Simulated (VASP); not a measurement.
OSZICAR of a VASP run on HfN (rock salt):

File OSZICAR:
```
       N       E                     dE             d eps       ncg     rms          rms(c)
DAV:   1     0.359546167232E+02    0.35955E+02   -0.82872E+03  1848   0.128E+03
DAV:   2    -0.226749891204E+02   -0.58630E+02   -0.55161E+02  2423   0.249E+02
DAV:   3    -0.247446665907E+02   -0.20697E+01   -0.20571E+01  2405   0.409E+01
DAV:   4    -0.247612782942E+02   -0.16612E-01   -0.16367E-01  2179   0.368E+00
DAV:   5    -0.247615536580E+02   -0.27536E-03   -0.27459E-03  2373   0.344E-01    0.491E+01
DAV:   6    -0.218366359359E+02    0.29249E+01   -0.15525E+01  2160   0.282E+01    0.411E+01
DAV:   7    -0.217773922010E+02    0.59244E-01   -0.68928E-01  2106   0.759E+00    0.264E+01
DAV:   8    -0.217656416049E+02    0.11751E-01   -0.13396E-01  2170   0.341E+00    0.617E+00
DAV:   9    -0.217548826152E+02    0.10759E-01   -0.61984E-02  2183   0.173E+00    0.154E+00
DAV:  10    -0.217544697793E+02    0.41284E-03   -0.23117E-03  2167   0.444E-01    0.339E-01
DAV:  11    -0.217544742237E+02   -0.44444E-05   -0.23553E-04  2296   0.136E-01    0.538E-02
DAV:  12    -0.217544706777E+02    0.35460E-05   -0.14525E-05  2237   0.363E-02    0.360E-02
DAV:  13    -0.217544703828E+02    0.29492E-06   -0.57168E-07  1167   0.836E-03
   1 F= -.22525777E+02 E0= -.22525675E+02  d E =-.225258E+02
       N       E                     dE             d eps       ncg     rms          rms(c)
DAV:   1    -0.217723394969E+02   -0.17869E-01   -0.13877E+00  1848   0.121E+01    0.402E+00
DAV:   2    -0.217341943055E+02    0.38145E-01   -0.61887E-02  1941   0.239E+00    0.185E+00
DAV:   3    -0.217228828741E+02    0.11311E-01   -0.24055E-02  2046   0.153E+00    0.114E+00
DAV:   4    -0.217225353575E+02    0.34752E-03   -0.13149E-03  2326   0.368E-01    0.714E-01
DAV:   5    -0.217225154327E+02    0.19925E-04   -0.13697E-04  2176   0.984E-02    0.769E-02
DAV:   6    -0.217225156349E+02   -0.20217E-06   -0.14967E-05  2314   0.378E-02    0.167E-02
DAV:   7    -0.217225149131E+02    0.72175E-06   -0.56745E-07  1191   0.828E-03
   2 F= -.22519502E+02 E0= -.22519371E+02  d E =0.627518E-02
       N       E                     dE             d eps       ncg     rms          rms(c)
DAV:   1    -0.217694234437E+02   -0.46908E-01   -0.59429E-01  1848   0.793E+00    0.264E+00
DAV:   2    -0.217531207201E+02    0.16303E-01   -0.27359E-02  1923   0.158E+00    0.123E+00
DAV:   3    -0.217482628388E+02    0.48579E-02   -0.10439E-02  2058   0.993E-01    0.763E-01
DAV:   4    -0.217481047327E+02    0.15811E-03   -0.61290E-04  2314   0.249E-01    0.468E-01
DAV:   5    -0.217480812319E+02    0.23501E-04   -0.68105E-05  2192   0.699E-02    0.462E-02
DAV:   6    -0.217480796448E+02    0.15870E-05   -0.61239E-06  2244   0.250E-02    0.120E-02
DAV:   7    -0.217480798524E+02   -0.20754E-06   -0.23374E-07  1116   0.524E-03
   3 F= -.22528117E+02 E0= -.22528005E+02  d E =-.233987E-02
```

Q: Which electronic solver shows in the log?

A: It is blocked Davidson (ALGO = Normal, or the opening steps of other solvers). The INCAR had ALGO = Normal.

Q: Can the final energy be trusted as converged?

A: The run converged. It stopped with EDIFF = 1E-6, NELM = 100, NSW = 60 and EDIFFG = -0.01 after 3 ionic steps (PBE GGA with D3 dispersion (Becke-Johnson damping), plane waves, VASP's PBE PAW potentials (set 64)).

The compound is HfN in the rock salt structure. This run relaxes it. Symmetry was kept, so distortions that lower it aren't found. The electron count is odd and the run is not spin-polarised, which forces a metal.
